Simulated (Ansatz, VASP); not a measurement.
**Two plane-wave programs on Al12H2C**

```xyz
15
Lattice="5.7276 0.0000 0.0000 2.8638 4.9602 0.0000 0.0000 0.0000 15.6765" Properties=species:S:1:pos:R:3 pbc="T T T"
Al    1.4319    0.8267    1.0000
Al    4.2957    0.8267    1.0000
Al    2.8638    3.3068    1.0000
Al    5.7276    3.3068    1.0000
Al   -0.0292    1.6665    3.3252
Al    2.8352    1.6716    3.2737
Al    1.4085    4.1563    3.3264
Al    4.2683    4.1507    3.3116
Al   -0.0145    0.0115    5.5310
Al    2.8239    0.0099    5.6269
Al    1.6221    2.3716    5.7130
Al    4.2728    2.5112    5.6242
C     5.9140    3.2122    6.8325
H     6.3012    3.9916    7.5286
H     5.4082    2.5071    7.5318
```

Alike in both runs: functional PBEsol; k mesh 3 × 3 × 1; occupations gaussian, width 0.1 eV; no spin polarisation.

Ansatz relaxed the structure, and its values are those at the end. VASP's run is a single point on that final structure, the one shown.

|  | VASP | Ansatz |
| --- | --- | --- |
| version | VASP 6.6.1 | Ansatz 0.2.0 |
| potentials or method | VASP PAW PBE potentials, release 64 (Al, C, H) | scalar-relativistic, plane waves, PAW |
| plane-wave cutoff (eV) | 520 | 420 |
| valence electrons in the cell | 42 | 42 |

|  | VASP | Ansatz | Ansatz less VASP |
| --- | --- | --- | --- |
| rms of the force components (eV/Å) | 0.033 | 0.032 | -0.0014 |

The functional is the same, so the differences come from potentials, cutoffs and numerics.

Caveats: the k mesh is coarse (spacing up to 0.42 Å⁻¹), so the values aren't converged; the PAW data sets were made with another functional, which shifts forces and pressure a little (VASP).
